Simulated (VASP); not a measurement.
```
AgRh3
1.0
   -0.01445     3.82867     3.85663
    3.82867    -0.01445     3.85663
    1.90711     1.90711     0.00000
Rh Ag
3 1
Cartesian
  0.00000   0.00000   0.00000
  1.91433  -0.00723   1.92832
 -0.00723   1.91433   1.92832
  1.90711   1.90711   3.85663
```

All values below come from PBEsol GGA, VASP's PBE PAW potentials (set 64) (plane waves; VASP). Settings: 400 eV cut-off, Gaussian smearing of 0.050 eV, potentials Rh_pv Ag.

Q: Predict the band gap (along the path) with the smallest direct gap where there is one.

A: 
band gap (along the path): none (metal, semimetal or under 0.01 eV)

Total energies compare only between runs with the same potentials, cut-off and functional.

The structure was generated: AgRh3 was put into an ordered model structure (Cmmm), which need not be its known phase. It was relaxed first.
